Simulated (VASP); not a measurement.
```
CELL_PARAMETERS angstrom
      4.02001     0.00000     0.00000
     -2.01001     3.48143     0.00000
      0.00000     0.00000     2.94560
ATOMIC_POSITIONS crystal
  Hf 0.00000 0.00000 0.00000
  Si 0.66667 0.33333 0.50000
```

The numbers are results of r2SCAN meta-GGA, VASP's PBE PAW potentials (set 64) (plane waves; VASP), not measurements. Numerical set-up: 400 eV cut-off, 12×12×14 Γ-centred mesh, tetrahedra with Blöchl corrections, potentials Hf_pv Si.

Problem. Give the energies of bands 4 to 10 at the high-symmetry points, in eV from the Fermi level.

Solution. 
```json
[
 {"band": "4", "Γ": "-10.99", "M": "-9.22", "K": "-8.92", "A": "-6.60", "L": "-6.87", "H": "-6.75"},
 {"band": "5", "Γ": "-2.53", "M": "-5.52", "K": "-5.22", "A": "-5.97", "L": "-4.52", "H": "-4.29"},
 {"band": "6", "Γ": "-2.53", "M": "-1.79", "K": "-3.53", "A": "-1.55", "L": "-2.60", "H": "-3.89"},
 {"band": "7", "Γ": "-1.87", "M": "-1.24", "K": "0.23", "A": "-1.55", "L": "-2.00", "H": "-0.51"},
 {"band": "8", "Γ": "3.86", "M": "1.90", "K": "0.89", "A": "0.50", "L": "0.32", "H": "1.26"},
 {"band": "9", "Γ": "4.28", "M": "2.27", "K": "2.33", "A": "0.50", "L": "2.80", "H": "1.33"},
 {"band": "10", "Γ": "4.28", "M": "2.68", "K": "3.29", "A": "3.85", "L": "3.29", "H": "4.12"}
]
```

It has no gap at this level: it comes out as a metal or semimetal.

The structure was generated: HfSi was put into the WC type (P-6m2), which need not be its known phase. It was relaxed first.
